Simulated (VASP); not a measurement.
## TiPd: equation of state with PBEsol

The system is TiPd.

```
CELL_PARAMETERS angstrom
2.81471 0.00000 0.00000
0.00000 2.81471 0.00000
0.00000 0.00000 3.86576
ATOMIC_POSITIONS crystal
Pd 0.50000 0.50000 0.50000
Ti 0.00000 0.00000 0.00000
```

The cell comes from a database or a generator and needn't be the stable form of this composition.

```json
{
 "Program": "VASP 6.6.1",
 "Task": "equation of state",
 "Functional": "PBEsol",
 "Potentials or basis": "VASP PAW PBE potentials, release 64 (Pd, Ti_sv)",
 "Cutoff": "520 eV",
 "k mesh": "9 × 9 × 7",
 "Occupations": "fermi-dirac, width 0.05 eV",
 "Spin": "no spin polarisation"
}
```

```
Equilibrium volume                        : 14.94 Å³/atom
Bulk modulus at fixed shape and positions : 175 GPa
Pressure derivative of the bulk modulus   : 4.6
```

Energy against volume, from the lowest point:
```tsv
volume (Å³/atom)	energy (meV/atom)
14.395	11.63
14.701	2.05
15.007	0.00
15.313	4.66
15.620	15.31
15.926	31.30
16.232	52.05
```

All runs of the series together: 3.6 min on 1 thread of AMD EPYC 7R13 Processor (Zen 3) (shared host).

Caveat: the cell was scaled at fixed shape and fractional positions, which overstates the stiffness of a crystal with free parameters, most of all of layers and chains; the PAW data sets were made with another functional, which shifts forces and pressure a little.
